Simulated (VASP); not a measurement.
Elastic constants (GPa) of a crystal from VASP with r2SCAN meta-GGA, VASP's PBE PAW potentials (set 64):

|  | xx | yy | zz | yz | xz | xy |
|---|---|---|---|---|---|---|
| xx | 37.6 | 9.2 | 9.2 | 0.0 | 0.0 | 0.0 |
| yy | 9.2 | 37.6 | 9.2 | 0.0 | 0.0 | 0.0 |
| zz | 9.2 | 9.2 | 37.6 | 0.0 | 0.0 | 0.0 |
| yz | 0.0 | 0.0 | 0.0 | 9.4 | 0.0 | 0.0 |
| xz | 0.0 | 0.0 | 0.0 | 0.0 | 9.4 | 0.0 |
| xy | 0.0 | 0.0 | 0.0 | 0.0 | 0.0 | 9.4 |

Work out the Voigt, Reuss and Hill moduli, Young's modulus and Poisson's ratio.

All eigenvalues are positive (smallest 9.4 GPa), so the crystal is stable. K_V = (C11+C22+C33+2(C12+C13+C23))/9 = (112.8 + 2×27.6)/9 = 18.7 GPa; G_V = (112.8 − 27.6 + 3×28.2)/15 = 11.3 GPa. From the compliances, K_R = 18.7 GPa and G_R = 10.9 GPa. Hill: K = 18.7 GPa, G = 11.1 GPa, E = 9KG/(3K+G) = 27.8 GPa, ν = (3K−2G)/(2(3K+G)) = 0.252. K/G = 1.68, below Pugh's 1.75; universal anisotropy A^U = 0.21.

With a density of 3.93 g/cm³, what are the mean sound speeds?

v_l = √((K+4G/3)/ρ) = 2.92 km/s and v_t = √(G/ρ) = 1.68 km/s. The crystal is CsCl (CsCl type), cubic.

The compound is CsCl in the CsCl type structure. It was relaxed first.
